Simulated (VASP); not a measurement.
Here is the system:

AlCo is modelled in the cubic space group Pm-3m (No. 221), the CsCl type structure, Pearson symbol cP2. Conventional cell: a = b = c = 2.8191 Å, α = β = γ = 90.00°. Al on 1b sees 8 Co at 2.441 Å and 6 Al at 2.819 Å. Co on 1a is coordinated by 8 Al at 2.441 Å and 6 Co at 2.819 Å. (Neighbours: up to the widest gap in distance over summed covalent radii, below 1.35, at either atom.)

Method: MS2 meta-GGA, VASP's PBE PAW potentials (set 64) (plane waves; VASP). Settings: 520 eV cut-off, 13×13×13 Γ-centred mesh, first-order Methfessel-Paxton smearing of 0.10 eV, potentials Al Co.

**Question.** Give the energy at these volumes per atom, relative to the lowest: 10.53, 10.86, 11.20, 11.53, 11.87 Å³.

**Answer.** 28.2, 6.7, 0.0, 5.8, 22.4 meV/atom. A third-order Birch-Murnaghan fit gives B0 = 199 GPa and B0′ = 4.2.

Measured: bulk modulus 162 GPa (computed value off by +22.8 %), a 2.861 Å (computed value off by -1.5 %), as given by Yamada et al., (2019), arXiv:1910.09660. The calculation is for a static lattice, while the measured bulk modulus, a hold thermal and zero-point effects, which are part of the difference.

The compound is CoAl in the CsCl type structure. It was relaxed first. The run is not spin-polarised, so no magnetic state was tried.
